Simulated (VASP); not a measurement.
The system is Bi.

```
CELL_PARAMETERS angstrom
2.26750 1.30914 3.93800
-2.26750 1.30914 3.93800
0.00000 -2.61828 3.93800
ATOMIC_POSITIONS crystal
Bi 0.23400 0.23400 0.23400
Bi 0.76600 0.76600 0.76600
```

| Property | Result |
| --- | --- |
| Program | VASP 6.6.1 |
| Task | relaxation of cell and atoms |
| Functional | PBE |
| Potentials or basis | VASP PAW PBE potentials, release 64 (Bi) |
| Cutoff | 300 eV |
| k mesh | 6 × 6 × 5 |
| Occupations | methfessel-paxton, width 0.1 eV |
| Spin | no spin polarisation |

At the start: pressure 2.2 GPa; volume 35.07 Å³/atom.

**Question.** How do energy, volume and symmetry change on relaxing?

**Answer.** Over 7 steps the energy falls by 10.8 meV/atom and the volume is 36.78 Å³/atom (+4.9 %); space group R-3m (No. 166, to 0.05 Å).

The path:
```
step  energy change (eV)  largest force (eV/Å)  pressure (GPa)  volume (Å³)
   1              0.0000                0.2109            2.18        70.14
   2             -0.0130                0.1633           -1.14        75.10
   3             -0.0209                0.0295            0.02        73.14
   4             -0.0211                0.0266            0.02        73.20
   5             -0.0215                0.0178            0.01        73.38
   6             -0.0215                0.0006            0.01        73.74
   7             -0.0216                0.0089            0.01        73.56
```

Final structure:
```cif
data_structure
_symmetry_space_group_name_H-M 'P 1'
_symmetry_Int_Tables_number 1
_cell_length_a 4.8296
_cell_length_b 4.8296
_cell_length_c 4.8296
_cell_angle_alpha 56.687
_cell_angle_beta 56.687
_cell_angle_gamma 56.687
_cell_volume 73.56
loop_
_atom_site_label
_atom_site_type_symbol
_atom_site_fract_x
_atom_site_fract_y
_atom_site_fract_z
_atom_site_occupancy
Bi1 Bi 0.23378 0.23378 0.23378 1
Bi2 Bi 0.76622 0.76622 0.76622 1
```
